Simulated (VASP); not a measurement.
Input:

```
AuRb
1.0
    4.10252     0.00000     0.00000
    0.00000     4.10252     0.00000
    0.00000     0.00000     4.10252
Rb Au
1 1
Direct
  0.50000   0.50000   0.50000
  0.00000   0.00000   0.00000
```

Calculation: r2SCAN meta-GGA, VASP's PBE PAW potentials (set 64) (plane waves; VASP 6.6.1). Numerical set-up: 400 eV cut-off, 7×7×7 Γ-centred mesh, tetrahedra with Blöchl corrections, potentials Rb_sv Au.

Unless said otherwise, spin-orbit coupling is left out, though it shifts the bands of the heavy elements here.

Problem. Give the energies of bands 5 to 13 at the high-symmetry points, in eV from the valence-band maximum.

Solution. 
| band | Γ | X | M | R |
|---|---|---|---|---|
| 5 | -3.91 | -3.02 | -3.15 | -2.79 |
| 6 | -3.12 | -2.91 | -3.05 | -2.79 |
| 7 | -3.12 | -2.69 | -2.80 | -2.79 |
| 8 | -2.62 | -2.69 | -2.80 | -2.35 |
| 9 | -2.62 | -2.59 | -2.37 | -2.35 |
| 10 | -2.62 | -1.60 | -1.33 | 0.00 |
| 11 | 5.06 | 0.56 | 2.88 | 1.94 |
| 12 | 5.06 | 5.02 | 2.88 | 1.94 |
| 13 | 6.72 | 5.29 | 5.08 | 1.94 |

The gap is indirect, 0.56 eV, from the valence maximum at R to the conduction minimum at X.

The structure comes from a computed database's RbAu entry (Pm-3m); how it stands against other phases isn't given here. It was relaxed first.
